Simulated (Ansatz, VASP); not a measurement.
## Cd3SeS2 in two plane-wave programs

One calculation is typed for both programs; each brings its own data sets. How far apart do they land? The cell is generated by rule, not measured, and may not be a known phase. The cell is taken from a series of runs on this material, whose earlier steps may have relaxed, scaled, displaced or heated it; both programs get it as it stands.

Method: plane waves, with VASP 6.6.1 beside it; relaxation of cell and atoms at PBEsol, in Ansatz 0.2.0.

The structure was built from a prototype and need not be the compound's stable phase.

**1. The structure**

Symmetry: I-4m2, No. 119, tetragonal system. The conventional cell has a = 4.184 Å, b = 4.184 Å, c = 17.695 Å, α = 90.00°, β = 90.00°, γ = 90.00°. Nearest to Cd lie 2 S at 2.53 Å and 2 Se at 2.62 Å. Cd has 4 S at 2.53 Å nearest. Nearest to S lie 4 Cd at 2.53 Å. Nearest to Se lie 4 Cd at 2.62 Å. Farther neighbours and most contacts between anions are not listed.

**2. VASP: relaxation of cell and atoms, PBEsol**

The relaxed volume is the usual yardstick between codes: in a stiff, nearly cubic crystal its relative difference is about their pressure difference at one cell divided by the bulk modulus.

Lines of VASP's logs that name or quote its potential files are left out, and so is its time.

INCAR reads:

```
SYSTEM = Cd3SeS2
PREC = Accurate
ENCUT = 500
EDIFF = 1E-07
NELM = 120
ISMEAR = 0
SIGMA = 0.02
LREAL = .FALSE.
ALGO = Normal
GGA = PS
NBANDS = 33
LORBIT = 11
LWAVE = .FALSE.
LCHARG = .FALSE.
ISIF = 3
IBRION = 2
NSW = 80
EDIFFG = -0.005
LASPH = .TRUE.
GGA_COMPAT = .FALSE.
NELMIN = 4
EFERMI = MIDGAP
KPAR = 2
```

POSCAR reads:

```
Cd3SeS2
1.0
    2.9587770000      2.9587770000      0.0000000000
   -2.9587770000      2.9587770000      0.0000000000
    2.9587770000      0.0000000000      8.8475780000
Cd S Se
3 2 1
Direct
    0.9943208186      0.0056791814      0.0113583627
    0.3333333145      0.6666666855      0.3333333710
    0.6723458669      0.3276541331      0.6553082663
    0.4137312488      0.0862689201      0.1725378403
    0.7529357746      0.7470643943      0.4941287887
    0.0833335400      0.4166666290      0.8333332580
```

KPOINTS reads:

```
Automatic mesh
0
Gamma
6 6 6
0 0 0
```

The projector-augmented-wave data sets are Cd, S and Se (PBE family, release 64).

Started as:

```console
$ mpirun -np 2 vasp_std
```

Numbers of over 12 decimals in the logs are rounded to 6 here.

What it wrote:

```text
[banner, memory and clock lines left out]
running    2 mpi-ranks, on    1 nodes
 distrk:  each k-point on    1 cores,    2 groups
 distr:  one band on    1 cores,    1 groups

 POSCAR found type information on POSCAR CdS Se
 POSCAR found :  3 types and       6 ions
|                                                                             |
|               ----> ADVICE to this user running VASP <----                  |
|                                                                             |
|     You enforced a specific xc type in the INCAR file but a different       |
|     [... a line on the potential file left out ...]
|     I HOPE YOU KNOW WHAT YOU ARE DOING!                                     |
|                                                                             |

 LDA part: xc-table for (Slater+PW92), standard interpolation
 POSCAR, INCAR and KPOINTS ok, starting setup
 FFT: planning ... GRIDC
 FFT: planning ... GRID_SOFT
 FFT: planning ... GRID
 WAVECAR not read
 entering main loop
       N       E                     dE             d eps       ncg     rms          rms(c)
DAV:   1     0.375096733601E+03    0.37510E+03   -0.25953E+04  1980   0.145E+03
DAV:   2     0.196548242131E+01   -0.37313E+03   -0.36521E+03  2204   0.359E+02
DAV:   3    -0.208771579304E+02   -0.22843E+02   -0.22703E+02  2368   0.870E+01
DAV:   4    -0.211559988020E+02   -0.27884E+00   -0.27852E+00  2266   0.931E+00
DAV:   5    -0.211599498186E+02   -0.39510E-02   -0.39502E-02  2359   0.110E+00    0.126E+01
DAV:   6    -0.198191883476E+02    0.13408E+01   -0.32062E+00  2503   0.166E+01    0.984E+00
DAV:   7    -0.197912365336E+02    0.27952E-01   -0.12204E+00  2187   0.528E+00    0.395E+00
DAV:   8    -0.197756677116E+02    0.15569E-01   -0.20326E-01  2367   0.394E+00    0.656E-01
DAV:   9    -0.197735121421E+02    0.21556E-02   -0.30814E-02  2358   0.185E+00    0.163E-01
DAV:  10    -0.197733997387E+02    0.11240E-03   -0.18477E-03  2315   0.380E-01    0.904E-02
DAV:  11    -0.197734756949E+02   -0.75956E-04   -0.22018E-04  2203   0.885E-02    0.496E-02
DAV:  12    -0.197735181117E+02   -0.42417E-04   -0.67602E-05  2143   0.587E-02    0.138E-02
DAV:  13    -0.197735200378E+02   -0.19261E-05   -0.64748E-06  2288   0.154E-02    0.104E-02
DAV:  14    -0.197735201403E+02   -0.10250E-06   -0.46167E-06  2283   0.116E-02    0.291E-03
DAV:  15    -0.197735204247E+02   -0.28443E-06   -0.14099E-06  2169   0.708E-03    0.326E-03
DAV:  16    -0.197735203027E+02    0.12199E-06   -0.22728E-07  1635   0.372E-03    0.159E-03
DAV:  17    -0.197735202477E+02    0.55002E-07   -0.95046E-08  1330   0.152E-03
   1 F= -.19773520E+02 E0= -.19773520E+02  d E =-.197735E+02
[...]
2 F= -.19774252E+02 E0= -.19774252E+02  d E =-.731462E-03
[...]
3 F= -.19774368E+02 E0= -.19774368E+02  d E =-.848146E-03
[...]
4 F= -.19774368E+02 E0= -.19774368E+02  d E =-.847900E-03
 curvature:  -0.36 expect dE=-0.287E-05 dE for cont linesearch -0.147E-06
 ZBRENT: accuracy reached
 trial: gam= 0.01656 g(F)=  0.593E-05 g(S)=  0.199E-05 ort =-0.309E-04 (trialstep = 0.948E+00)
 search vector abs. value=  0.754E-05
 bond charge predicted
       N       E                     dE             d eps       ncg     rms          rms(c)
DAV:   1    -0.197743750141E+02   -0.68237E-05   -0.21844E-03  1984   0.248E-01    0.111E-02
DAV:   2    -0.197743752021E+02   -0.18799E-06   -0.17354E-05  2373   0.264E-02    0.597E-03
DAV:   3    -0.197743746808E+02    0.52131E-06   -0.50293E-07  2220   0.510E-03    0.346E-03
DAV:   4    -0.197743744377E+02    0.24309E-06   -0.24798E-07  1758   0.430E-03    0.948E-04
DAV:   5    -0.197743744402E+02   -0.24293E-08   -0.59149E-08  1012   0.192E-03
   5 F= -.19774374E+02 E0= -.19774374E+02  d E =-.629245E-05
 ZBRENT: can't locate minimum, use default step
 trial-energy change:   -0.000006  1 .order   -0.000006   -0.000007   -0.000006
 step:   3.7932(harm=  4.7316)  dis= 0.00125  next Energy=   -19.774386 (dE=-0.175E-04)
 reached required accuracy - stopping structural energy minimisation
```

Parts of OUTCAR (step 2):

```text
ion  position               nearest neighbor table
   1  0.994  0.006  0.011-   4 2.53   4 2.53   6 2.62   6 2.62
   2  0.333  0.667  0.333-   5 2.53   4 2.53   4 2.53   5 2.53
   3  0.672  0.328  0.655-   5 2.53   5 2.53   6 2.62   6 2.62
   4  0.414  0.086  0.173-   2 2.53   2 2.53   1 2.53   1 2.53
   5  0.753  0.747  0.494-   2 2.53   2 2.53   3 2.53   3 2.53
   6  0.083  0.417  0.833-   3 2.62   3 2.62   1 2.62   1 2.62

  LATTYP: Found a body centered tetragonal cell.
 ALAT       =     4.1843425614
 C/A-ratio  =     4.2288975485

 Subroutine GETGRP returns: Found  8 space group operations
 (whereof  4 operations were pure point group operations)

The static configuration has the point symmetry C_2v.
 The point group associated with its full space group is D_2d.

 Found     30 irreducible k-points:

   k-points           NKPTS =     30   k-points in BZ     NKDIM =     30   number of bands    NBANDS=     33

   dimension x,y,z NGX =    32 NGY =   32 NGZ =   70
   dimension x,y,z NGXF=    64 NGYF=   64 NGZF=  140

   ENCUT  =  500.0 eV  36.75 Ry    6.06 a.u.   7.63  7.63 17.01*2*pi/ulx,y,z

   NELECT =      54.0000    total number of electrons

 k-points in reciprocal lattice and weights: Automatic mesh
   0.00000000  0.00000000  0.00000000       0.005
   0.16666667  0.00000000  0.00000000       0.037
   0.33333333  0.00000000 -0.00000000       0.037
   0.50000000  0.00000000 -0.00000000       0.019
   0.16666667  0.16666667  0.00000000       0.019
   0.33333333  0.16666667 -0.00000000       0.074
   0.50000000  0.16666667 -0.00000000       0.074
  -0.33333333  0.16666667  0.00000000       0.074
  -0.16666667  0.16666667 -0.00000000       0.037
[...]
-0.16666667  0.16666667  0.33333333       0.019
   0.00000000  0.00000000  0.50000000       0.005

 average (electrostatic) potential at core
       1 -39.4522       2 -39.4528       3 -39.4522       4 -89.5785       5 -89.5785
       6 -55.9659

 E-fermi :   1.4703

 k-point     1 :       0.0000    0.0000    0.0000
  band No.  band energies     occupation
    ...
     23      -0.2880      2.00000
     24      -0.2880      2.00000
     25       1.0376      2.00000
     26       1.0861      2.00000
     27       1.0861      2.00000
     28       1.8546      0.00000
     29       4.5667      0.00000
     30       4.7130      0.00000
     31       5.0658      0.00000
     32       5.3208      0.00000
    ...

 k-point     2 :       0.1667    0.0000    0.0000
  band No.  band energies     occupation
    ...
     23      -0.4563      2.00000
     24      -0.1406      2.00000
     25      -0.1198      2.00000
     26       0.7491      2.00000
     27       1.0043      2.00000
     28       2.9359      0.00000
     29       4.7583      0.00000
     30       4.9318      0.00000
     31       5.6777      0.00000
     32       5.9672      0.00000
    ...

 k-point     3 :       0.3333    0.0000   -0.0000
  band No.  band energies     occupation
    ...
     23      -0.2625      2.00000
     24      -0.0351      2.00000
     25       0.0569      2.00000
     26       0.1195      2.00000
     27       0.7904      2.00000
     28       3.9926      0.00000
     29       4.2274      0.00000
     30       4.9775      0.00000
     31       6.5695      0.00000
     32       6.8858      0.00000
    ...

  Total       -0.0105509     -0.0105509      0.0037485      0.0000000      0.0000000      0.0000000
  in kB       -0.1085185     -0.1085185      0.0385546      0.0000000      0.0000000      0.0000000
  external PRESSURE =      -0.0594941 kB  Pullay stress =       0.0000000 kB

  energy-cutoff  :      500.00
  volume of cell :      155.77
      direct lattice vectors                 reciprocal lattice vectors
     2.964054143  2.964054143  0.000000000     0.168687877  0.168687877 -0.056399796
    -2.964054143  2.964054143  0.000000000    -0.168687877  0.168687877  0.056399796
     2.964054143  0.000000000  8.865280292     0.000000000  0.000000000  0.112799592

 POSITION                                       TOTAL-FORCE (eV/Angst)
 -----------------------------------------------------------------------------------
      2.96405      2.96405      0.10018        -0.000000      0.000000     -0.004957
      0.00000      2.96405      2.95509         0.000000     -0.000000      0.000000
      2.96405      2.96405      5.81001         0.000000      0.000000      0.004957
      1.48203      1.48203      1.52921        -0.000000     -0.000000     -0.003603
      1.48203      4.44608      4.38097         0.000000     -0.000000      0.003603
      1.48203      1.48203      7.38773         0.000000     -0.000000      0.000000
 -----------------------------------------------------------------------------------
    total drift:                               -0.000679     -0.000459     -0.001974

  FREE ENERGIE OF THE ION-ELECTRON SYSTEM (eV)
  ---------------------------------------------------
  free  energy   TOTEN  =       -19.7743744402 eV

  energy  without entropy=      -19.7743744402  energy(sigma->0) =      -19.77437444

 reached required accuracy - stopping structural energy minimisation

 total charge
# of ion       s       p       d       tot
------------------------------------------
    1        0.440   0.324   9.555  10.319
    2        0.430   0.325   9.559  10.314
    3        0.440   0.324   9.555  10.319
    4        1.319   2.367   0.000   3.686
    5        1.319   2.367   0.000   3.686
    6        1.444   2.388   0.023   3.855
--------------------------------------------------
tot          5.392   8.095  28.692  42.179

[... 3 further parts left out ...]
```

CONTCAR:

```
Cd3SeS2
   1.00000000000000
     2.9640541427890263    2.9640541427890263    0.0000000000000000
    -2.9640541427890263    2.9640541427890263    0.0000000000000000
     2.9640541427890263    0.0000000000000000    8.8652802917356084
  Cd              S               Se
     3     2     1
Direct
     0.9943498152886784    0.0056501847113216    0.0113003693226485
     0.3333333145000026    0.6666666854999974    0.3333333710000019
     0.6723168702113261    0.3276831297886739    0.6553662596773496
     0.4137529504350772    0.0862472184649172    0.1724944370298434
     0.7529140729649180    0.7470860959350765    0.4941721919701617
     0.0833335399999982    0.4166666289999981    0.8333332580000032
```

(Continued in part 2 of 2.)

[Lines on the potential files, build, host, timing and source positions are cut from VASP's logs without a mark.]

[Logs are printed without paths, hosts, clocks, repeated set-up lines and the standing remarks that a program may print on its own settings, such as how far it seeks lower states.]

[Hosts, paths, dates, database ids (printed as entryN), source tags and the programs' standing remarks are cut or masked in the printed files.]
